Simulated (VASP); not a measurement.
Energy against volume of Na (bcc). All values below come from TPSS meta-GGA, VASP's PBE PAW potentials (set 64) (plane waves; VASP). Run with 520 eV cut-off, 12×12×12 Γ-centred mesh, first-order Methfessel-Paxton smearing of 0.10 eV, potentials Na_pv.

| V (Å³/atom) | E (eV/atom) |
|---|---|
| 36.469 | -4.75804 |
| 37.597 | -4.75943 |
| 38.725 | -4.75915 |
| 39.853 | -4.75741 |

Fit these four points and predict the energy of the run at 35.341 Å³/atom.

A cubic in V^(−2/3), the third-order Birch-Murnaghan form, passes through the four points with V0 = 37.95 Å³/atom and B0 = 8 GPa, and gives -4.7547 eV/atom there. The run gave -4.7547 eV/atom, +0.0 meV/atom from the fit; all five points give B0 = 8 GPa.

The compound is Na in the bcc structure. It was relaxed first.
